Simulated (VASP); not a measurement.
An input for Quantum ESPRESSO's pw.x (written as the equivalent of a VASP run, and not itself run):

```
&CONTROL
  calculation = 'vc-relax'
  pseudo_dir = './pseudo'
  outdir = './out'
  tprnfor = .true.
  tstress = .true.
  nstep = 40
  forc_conv_thr = 0.00078
/
&SYSTEM
  ibrav = 0
  nat = 4
  ntyp = 2
  ecutwfc = 84
  occupations = 'smearing'
  smearing = 'gaussian'
  degauss = 0.003675
  input_dft = 'pz'
/
&ELECTRONS
  conv_thr = 7.3e-08
  electron_maxstep = 100
/
&IONS
/
&CELL
  press = 50
/
ATOMIC_SPECIES
  Mg 24.305 Mg.upf
  Te 127.600 Te.upf
CELL_PARAMETERS angstrom
     2.2553229   -3.9063343    0.0000000
     2.2553229    3.9063343    0.0000000
     0.0000000    0.0000000    7.3326904
ATOMIC_POSITIONS crystal
  Mg   0.6666670  0.3333330  0.4997086
  Mg   0.3333330  0.6666670  0.9997086
  Te   0.6666670  0.3333330  0.8762914
  Te   0.3333330  0.6666670  0.3762914
K_POINTS automatic
  6 6 3 0 0 0
```

Question: Translate this input to VASP (INCAR, KPOINTS, POSCAR, choice of POTCAR).

Answer: This is not unique; one that fits is 
### INCAR
```
SYSTEM=MgTe
EDIFF=1E-6   ! SCF stop (eV)
ENCUT=500   ! plane-wave cut-off (eV)
LWAVE=F
ALGO=Normal   ! blocked Davidson
NELM=100   ! most electronic steps
LMAXMIX=4
EDIFFG=-0.02
LREAL=F
IBRION=2
SIGMA=0.05
ISIF=3
PSTRESS=50   ! kbar
LCHARG=F
LASPH=T
PREC=Accurate
NSW=40
ISMEAR=0
```

POSCAR:
```
MgTe
1
    2.2553229235    -3.9063342930     0.0000000000
    2.2553229235     3.9063342930     0.0000000000
    0.0000000000     0.0000000000     7.3326904186
Mg Te
2 2
Direct
  0.6666670000   0.3333330000   0.4997086318
  0.3333330000   0.6666670000   0.9997086318
  0.6666670000   0.3333330000   0.8762913682
  0.3333330000   0.6666670000   0.3762913682
```

### KPOINTS
```
Automatic mesh
0
Gamma
6 6 3
0 0 0
```

POTCAR, in this order: Mg Te (LDA.64 set). Program: vasp_std.

What does not carry over: the potentials are each code's own (VASP's PAW set, PseudoDojo norm-conserving files in pw.x), so ENCUT and ecutwfc are chosen apart and not converted; conv_thr bounds pw.x's estimated SCF error, while EDIFF bounds the energy change between steps; forc_conv_thr acts on force components and is met together with etot_conv_thr.

The compound is MgTe in the wurtzite structure. This run relaxes it under an external pressure of 5 GPa. Symmetry was kept, so distortions that lower it aren't found.
